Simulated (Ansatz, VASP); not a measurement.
## One calculation of NbTe, two programs

```xyz
2
Lattice="3.7030 0.0000 0.0000 -1.8515 3.2069 0.0000 0.0000 0.0000 3.6942" Properties=species:S:1:pos:R:3 pbc="T T T"
Te    1.8515    1.0690    0.0000
Nb    0.0000    0.0000    1.8471
```

The cell comes from a database or a generator and needn't be the stable form of this composition.

Alike in both runs: task density of states; functional LDA; k mesh 8 × 8 × 7; occupations tetrahedron; no spin polarisation; Hubbard terms Nb d U = 5.0 eV.

```csv
,VASP,Ansatz
version,VASP 6.6.1,Ansatz 0.2.0
potentials or method,"VASP PAW LDA potentials, release 64 (Te, Nb_sv), cutoff 520 eV","all-electron LAPW, scalar-relativistic"
```

VASP gave:

- pressure (GPa): -3.3

**Question.** What did Ansatz give for the same quantities?

**Answer.** Pressure (GPa): -6.4.

The programs project onto different local orbitals, so the same U acts differently. Ansatz ran all-electron here, so the differences hold the error of VASP's frozen core and of both bases.

Caveats: U without spin polarisation on a metal has little footing; the U is typed as a test and isn't derived for this compound; tetrahedron occupations give inexact forces and stress in metals (VASP); the program warned that the printed levels may be off, so bands, gaps and densities of states are rough (Ansatz); U is the effective U less J, on atomic orbitals that reach past the spheres (Ansatz); the density of states is complete only up to the lowest level of the last band computed (Ansatz); with tetrahedron occupations forces and stress needn't match the slope of the energy (Ansatz). Spin-orbit coupling is left out, which matters for the levels of Te.
